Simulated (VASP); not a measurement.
# Te2Mo: input slips in a band-gap run and what they do, part 2 of 2

Aim: see how common mistakes in a band-structure run show up, on Te2Mo. The starting structure is a measured crystal structure from the Crystallography Open Database. The atoms were first relaxed with LDA in that cell, in a run that isn't shown, and the relaxed structure is the one below.

VASP 6.6.1.

Results so far: reference 0.687 eV; one electron missing no gap to read; a k mesh far too coarse and no band path 1.948 eV.

## Step 5: Bands with too few electronic steps

Level of this step: LDA; plane waves and PAW (Te, Mo_sv) (VASP).

A slip made on purpose: too few electronic steps. Against step 2 the input has NELM = 4.

INCAR

```
SYSTEM = Te2Mo
PREC = Accurate
ENCUT = 350
EDIFF = 1E-06
NELM = 4
ISMEAR = 0
SIGMA = 0.03
LREAL = .FALSE.
ALGO = Normal
GGA = CA
NBANDS = 42
LASPH = .TRUE.
LORBIT = 11
LWAVE = .FALSE.
LCHARG = .FALSE.
KPAR = 8
```

POSCAR

```
Te2Mo
1.0
    3.5182000000      0.0000000000      0.0000000000
   -1.7591000000      3.0468505756      0.0000000000
    0.0000000000      0.0000000000     13.9736000000
Te Mo
4 2
Direct
    0.6666666667      0.3333333333      0.3777982746
    0.3333333333      0.6666666667      0.8777982746
    0.6666666667      0.3333333333      0.1222017254
    0.3333333333      0.6666666667      0.6222017254
    0.6666666667      0.3333333333      0.7500000000
    0.3333333333      0.6666666667      0.2500000000
```

KPOINTS

```
Automatic mesh
0
Gamma
8 8 2
0 0 0
```

KPOINTS_OPT

```
Line mode
8
Line-mode
Reciprocal
  0.00000000   0.00000000   0.00000000 GAMMA
  0.50000000   0.00000000   0.00000000 M

  0.50000000   0.00000000   0.00000000 M
  0.33333333   0.33333333   0.00000000 K

  0.33333333   0.33333333   0.00000000 K
  0.00000000   0.00000000   0.00000000 GAMMA

  0.00000000   0.00000000   0.00000000 GAMMA
  0.00000000   0.00000000   0.50000000 A

  0.00000000   0.00000000   0.50000000 A
  0.50000000   0.00000000   0.50000000 L

  0.50000000   0.00000000   0.50000000 L
  0.33333333   0.33333333   0.50000000 H

  0.33333333   0.33333333   0.50000000 H
  0.00000000   0.00000000   0.50000000 A

  0.50000000   0.00000000   0.50000000 L
  0.50000000   0.00000000   0.00000000 M

  0.33333333   0.33333333   0.00000000 K
  0.33333333   0.33333333   0.50000000 H
```

Potentials, in the order of the species: Te and Mo_sv (LDA family, release 64).

Run with:

```console
> mpirun -np 8 vasp_std
```

The program printed:

```text
[... set-up lines as in an earlier step ...]
 entering main loop
       N       E                     dE             d eps       ncg     rms          rms(c)
[... 4 cycles as in an earlier step ...]
 -----------------------------------------------------------------------------
|                                                                             |
|           W    W    AA    RRRRR   N    N  II  N    N   GGGG   !!!           |
|           W    W   A  A   R    R  NN   N  II  NN   N  G    G  !!!           |
|           W    W  A    A  R    R  N N  N  II  N N  N  G       !!!           |
|           W WW W  AAAAAA  RRRRR   N  N N  II  N  N N  G  GGG   !            |
|           WW  WW  A    A  R   R   N   NN  II  N   NN  G    G                |
|           W    W  A    A  R    R  N    N  II  N    N   GGGG   !!!           |
|                                                                             |
|     The electronic self-consistency was not achieved in the given           |
|     number of steps (NELM). The forces and other quantities evaluated       |
|     might not be reliable so examine the results carefully. If you find     |
|     spurious results, we suggest increasing NELM, if you were close to      |
|     convergence or switching to a different ALGO or adjusting the           |
|     density mixing parameters otherwise.                                    |
|                                                                             |
 -----------------------------------------------------------------------------

   1 F= -.42606905E+02 E0= -.42606905E+02  d E =-.359361E-30
 Start KPOINTS_OPT (optional k-point list driver)
k-point batch [1-20\72]
       N       E                     dE             ncg
DAV:   1    -0.158603695287E+04   -0.24501E+05     2000
DAV:   2    -0.815502922904E+04   -0.65690E+04     1962
DAV:   3    -0.846873201231E+04   -0.31370E+03     1978
DAV:   4    -0.847450146232E+04   -0.57695E+01     1958
[...]
k-point batch [61-72\72]
       N       E                     dE             ncg
DAV:   1     0.556227407493E+04   -0.19612E+05     1200
DAV:   2     0.176672359778E+04   -0.37956E+04     1174
DAV:   3     0.158518046367E+04   -0.18154E+03     1152
DAV:   4     0.158202883993E+04   -0.31516E+01     1144
```

It took 15 s on 8 MPI ranks of Intel Xeon Platinum 8559C (Emerald Rapids), shared host; peak memory 1.9 GiB.

OUTCAR, selected parts (step 5):

```text
  Total      -28.6619117    -28.6619117    -27.4311368      0.0000000      0.0000000      0.0000000
  in kB     -306.5743022   -306.5743022   -293.4096546      0.0000000      0.0000000      0.0000000
  external PRESSURE =    -302.1860863 kB  Pullay stress =       0.0000000 kB

 POSITION                                       TOTAL-FORCE (eV/Angst)
 -----------------------------------------------------------------------------------
      1.75910      1.01562      5.27920        -0.000000     -0.000000      0.388706
     -0.00000      2.03123     12.26600        -0.000000      0.000000      0.388706
      1.75910      1.01562      1.70760        -0.000000     -0.000000     -0.388706
     -0.00000      2.03123      8.69440        -0.000000      0.000000     -0.388706
      1.75910      1.01562     10.48020         0.000000     -0.000000     -0.000000
     -0.00000      2.03123      3.49340         0.000000      0.000000     -0.000000
 -----------------------------------------------------------------------------------
    total drift:                               -0.000000      0.000000     -0.000000

  FREE ENERGIE OF THE ION-ELECTRON SYSTEM (eV)
  ---------------------------------------------------
  free  energy   TOTEN  =       -42.6069049074 eV

  energy  without entropy=      -42.6069049074  energy(sigma->0) =      -42.60690491

[... 2 parts as in an earlier step ...]

[... 1 further part left out ...]
[key lines of the parts left out:]
E-fermi :   8.5907
```

The electronic loop didn't reach EDIFF within its 4 cycles (NELM).

## Step 6: Bands with a hybrid's name typed into the meta-GGA tag

A slip made on purpose: a hybrid's name typed into the meta-GGA tag. Against step 2 the input has METAGGA = HSE06 and no GGA (also changed: NELM).

Edit INCAR of step 5 so:

```diff
@@ -4,3 +4,3 @@
 EDIFF = 1E-06
-NELM = 4
+NELM = 60
 ISMEAR = 0
@@ -9,3 +9,2 @@
 ALGO = Normal
-GGA = CA
 NBANDS = 42
@@ -16 +15,2 @@
 KPAR = 8
+METAGGA = HSE06
```

POSCAR is that of step 5.

KPOINTS is that of step 5.

KPOINTS_OPT is that of step 5.

Run with:

```console
> mpirun -np 8 vasp_std
```

The program printed:

```text
[banner, memory and clock lines left out]
running    8 mpi-ranks, on    1 nodes
[...]
|                                                                             |
|           W    W    AA    RRRRR   N    N  II  N    N   GGGG   !!!           |
|           W    W   A  A   R    R  NN   N  II  NN   N  G    G  !!!           |
|           W    W  A    A  R    R  N N  N  II  N N  N  G       !!!           |
|           W WW W  AAAAAA  RRRRR   N  N N  II  N  N N  G  GGG   !            |
|           WW  WW  A    A  R   R   N   NN  II  N   NN  G    G                |
|           W    W  A    A  R    R  N    N  II  N    N   GGGG   !!!           |
|                                                                             |
|     For optimal performance we recommend to set                             |
|       NCORE = 2 up to number-of-cores-per-socket                            |
|     NCORE specifies how many cores store one orbital (NPAR=cpu/NCORE).      |
|     This setting can greatly improve the performance of VASP for DFT.       |
[...]
|     calculations (for HF NCORE is supported but not extensively tested      |
|     yet).                                                                   |
|                                                                             |

|                                                                             |
|     EEEEEEE  RRRRRR   RRRRRR   OOOOOOO  RRRRRR      ###     ###     ###     |
|     E        R     R  R     R  O     O  R     R     ###     ###     ###     |
|     E        R     R  R     R  O     O  R     R     ###     ###     ###     |
|     EEEEE    RRRRRR   RRRRRR   O     O  RRRRRR       #       #       #      |
|     E        R   R    R   R    O     O  R   R                               |
|     E        R    R   R    R   O     O  R    R      ###     ###     ###     |
|     EEEEEEE  R     R  R     R  OOOOOOO  R     R     ###     ###     ###     |
|                                                                             |
|     Error: One of the selected functionals does not exist.                  |
|                                                                             |
|       ---->  I REFUSE TO CONTINUE WITH THIS SICK JOB ... BYE!!! <----       |
|                                                                             |

1
1
1
1
1
1
1
1
```

Wall time 6 s (8 MPI ranks).

VASP stopped with this message: “Error: One of the selected functionals does not exist”.

## Step 7: The runs compared

```
                                        run            ended  gap (eV)  change (eV)  core minutes
                                  reference        converged     0.687            -           2.8
                       one electron missing        converged      none            -           4.0
   a k mesh far too coarse and no band path        converged     1.948        1.262         0.347
                   too few electronic steps    not converged         -            -          1.95
a hybrid's name typed into the meta-GGA tag  stopped by VASP         -            -           0.8
```

Core minutes are wall time times ranks of the run shown, on a shared host.

## Step 8: Results

* reference gap: 0.687 eV
* gap with one electron missing: none to read from the occupations
* gap with a k mesh far too coarse and no band path: 1.948 eV
* run with too few electronic steps: not converged
* run with a hybrid's name typed into the meta-GGA tag: stopped by VASP

VASP stopped by itself in the run with a hybrid's name typed into the meta-GGA tag. The run with too few electronic steps didn't converge. Finished, but with signs in the output that stand out against the reference: one electron missing, with no gap to read, since by its occupations the run counts as a metal (its levels may still leave one) (signs: a warning on the charge density, a stress of up to 17.0 GPa and forces of up to 0.10 eV/Å); a k mesh far too coarse and no band path, with the gap changed by +1.26 eV (signs: a stress of up to 20.6 GPa and forces of up to 4.51 eV/Å). Further runs on this material are not shown.

[Lines on the potential files, build, host, timing and source positions are cut from VASP's logs without a mark.]

[Logs are printed without paths, hosts, clocks, repeated set-up lines and the standing remarks that a program may print on its own settings, such as how far it seeks lower states.]

[Hosts, paths, dates, database ids (printed as entryN), source tags and the programs' standing remarks are cut or masked in the printed files.]
